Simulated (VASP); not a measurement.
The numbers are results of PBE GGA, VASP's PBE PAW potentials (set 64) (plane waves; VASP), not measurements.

The input files of a VASP run:

### INCAR
```
# general
SYSTEM   =  Co
PREC     =  Accurate
ENCUT    =  480
LREAL    =  .FALSE.
LASPH    =  .TRUE.   # aspherical one-centre terms

# electronic loop
EDIFF    =  1E-7
NELM     =  100
ALGO     =  Normal   # blocked Davidson
LMAXMIX  =  4

# smearing
ISMEAR   =  1   # Methfessel-Paxton
SIGMA    =  0.1   # width (eV)

# functional
GGA      =  PE

# spin
ISPIN    =  2
MAGMOM   =  2*1.6

# ions
IBRION   =  2   # conjugate gradients
NSW      =  40   # most ionic steps
ISIF     =  3   # ions, shape and volume
EDIFFG   =  -0.01
PSTRESS  =  200

# output
LWAVE    =  .FALSE.
LCHARG   =  .FALSE.
LORBIT   =  10
```

POSCAR:
```
Co
1
    1.2137575733    -2.1022900193     0.0000000000
    1.2137575733     2.1022900193     0.0000000000
   -0.0000000000    -0.0000000000     3.9225084505
Co
2
Direct
  0.3333330000   0.6666670000   0.2500000000
  0.6666670000   0.3333330000   0.7500000000
```

**KPOINTS**
```
Automatic mesh
0
Gamma
16 16 8
0 0 0
```

POTCAR, in this order: Co (PBE.64 set). Program: vasp_std.

The resulting files:

File OSZICAR:
```
       N       E                     dE             d eps       ncg     rms          rms(c)
DAV:   1     0.772911498036E+02    0.77291E+02   -0.79976E+03  9224   0.153E+03
DAV:   2    -0.139420415013E+02   -0.91233E+02   -0.84298E+02  9014   0.252E+02
DAV:   3    -0.160173015498E+02   -0.20753E+01   -0.20225E+01 10708   0.537E+01
DAV:   4    -0.160505175041E+02   -0.33216E-01   -0.33207E-01 13027   0.518E+00
DAV:   5    -0.160507617688E+02   -0.24426E-03   -0.24426E-03 11095   0.438E-01    0.160E+01
DAV:   6    -0.142736465568E+02    0.17771E+01   -0.11730E+01  9798   0.714E+01    0.702E+00
DAV:   7    -0.140185747501E+02    0.25507E+00   -0.14513E+00 10463   0.240E+01    0.411E+00
DAV:   8    -0.139955553150E+02    0.23019E-01   -0.20509E-02 12172   0.167E+00    0.213E+00
DAV:   9    -0.139802001132E+02    0.15355E-01   -0.35634E-03 13720   0.110E+00    0.692E-01
DAV:  10    -0.139799554584E+02    0.24465E-03   -0.47480E-03 12384   0.107E+00    0.336E-01
DAV:  11    -0.139808311299E+02   -0.87567E-03   -0.82210E-04 12390   0.466E-01    0.247E-02
DAV:  12    -0.139808307072E+02    0.42272E-06   -0.16557E-05 10211   0.417E-02    0.136E-02
DAV:  13    -0.139808320399E+02   -0.13327E-05   -0.18855E-06 13010   0.178E-02    0.804E-03
DAV:  14    -0.139808312263E+02    0.81358E-06   -0.24474E-07  9106   0.762E-03    0.147E-03
DAV:  15    -0.139808312219E+02    0.43656E-08   -0.24150E-08  5158   0.228E-03
   1 F= -.11481995E+02 E0= -.11482234E+02  d E =-.114820E+02  mag=     3.1042
```

OUTCAR:
```
------------------------ aborting loop because EDIFF is reached ----------------------------------------
  FORCE on cell =-STRESS in cart. coord.  units (eV):
  Direction    XX          YY          ZZ          XY          YZ          ZX
  --------------------------------------------------------------------------------------
  Total        2.4999726      2.4999732      2.4871195      0.0000000     -0.0000000      0.0000000
  in kB      200.0909129    200.0909575    199.0621871      0.0000000     -0.0000000      0.0000000
  external PRESSURE =      -0.2519808 kB  Pullay stress =     200.0000000 kB
  volume of cell :       20.02
      direct lattice vectors                 reciprocal lattice vectors
     1.213757573 -2.102290019  0.000000000     0.411943877 -0.237835882  0.000000000
     1.213757573  2.102290019  0.000000000     0.411943877  0.237835882  0.000000000
     0.000000000  0.000000000  3.922508451     0.000000000  0.000000000  0.254938903
 POSITION                                       TOTAL-FORCE (eV/Angst)
 -----------------------------------------------------------------------------------
      1.21376      0.70076      0.98063         0.000000     -0.000000      0.000000
      1.21376     -0.70076      2.94188        -0.000000      0.000000      0.000000
 -----------------------------------------------------------------------------------
    total drift:                               -0.000022     -0.000008     -0.000029
  FREE ENERGIE OF THE ION-ELECTRON SYSTEM (eV)
  ---------------------------------------------------
  free  energy   TOTEN  =       -13.9808312219 eV

  energy  without entropy=      -13.9815505874  energy(sigma->0) =      -13.98107101
  enthalpy is  TOTEN    =       -11.4819945087 eV   P V=        2.4988367132

 total charge

# of ion       s       p       d       tot
------------------------------------------
    1        0.525   0.595   7.324   8.444
    2        0.525   0.595   7.324   8.444
--------------------------------------------------
tot          1.049   1.191  14.647  16.887

 magnetization (x)

# of ion       s       p       d       tot
------------------------------------------
    1       -0.016  -0.057   1.629   1.556
    2       -0.016  -0.057   1.629   1.556
--------------------------------------------------
tot         -0.032  -0.113   3.258   3.113

 reached required accuracy - stopping structural energy minimisation
```
(Selected blocks of OUTCAR.)

**OUTCAR**
```
 val. band max:       11.4360261568   @ k =   0.2500   0.0000   0.0000

 cond. band min:      11.4583301252   @ k =   0.1875   0.1875   0.3750


 Fermi energy:        11.4488715336

 spin component 1

 k-point     1 :       0.0000    0.0000    0.0000
  band No.  band energies     occupation
      1       2.0581      1.00000
      2       5.9263      1.00000
      3       8.7255      1.00000
      4       8.7469      1.00000
      5       8.7469      1.00000
      6       9.1055      1.00000
      7       9.1055      1.00000
      8       9.4903      1.00000
      9       9.4903      1.00000
     10      10.7385      1.00000
     11      10.7385      1.00000
     12      11.3438      1.02961
     13      18.5702      0.00000
     14      34.0968      0.00000
     15      37.4757      0.00000

 k-point     2 :       0.0625    0.0000    0.0000
  band No.  band energies     occupation
      1       2.2042      1.00000
      2       6.0166      1.00000
      3       8.5500      1.00000
      4       8.8192      1.00000
      5       8.9006      1.00000
      6       9.0702      1.00000
      7       9.1695      1.00000
      8       9.4059      1.00000
      9       9.4436      1.00000
     10      10.0594      1.00000
     11      10.7590      1.00000
     12      12.2004     -0.00000
     13      18.5904      0.00000
     14      33.2375      0.00000
     15      35.3891      0.00000

 k-point     3 :       0.1250    0.0000    0.0000
  band No.  band energies     occupation
      1       2.6332      1.00000
      2       6.2624      1.00000
      3       8.3240      1.00000
      4       8.9384      1.00000
      5       8.9525      1.00000
      6       9.0292      1.00000
      7       9.1265      1.00000
      8       9.3194      1.00000
      9       9.3546      1.00000
     10       9.5726      1.00000
     11      10.8089      1.00000
     12      13.4237     -0.00000
     13      18.6578      0.00000
...
```

The compound is Co in the hcp structure. It was relaxed first under an external pressure of 20 GPa.
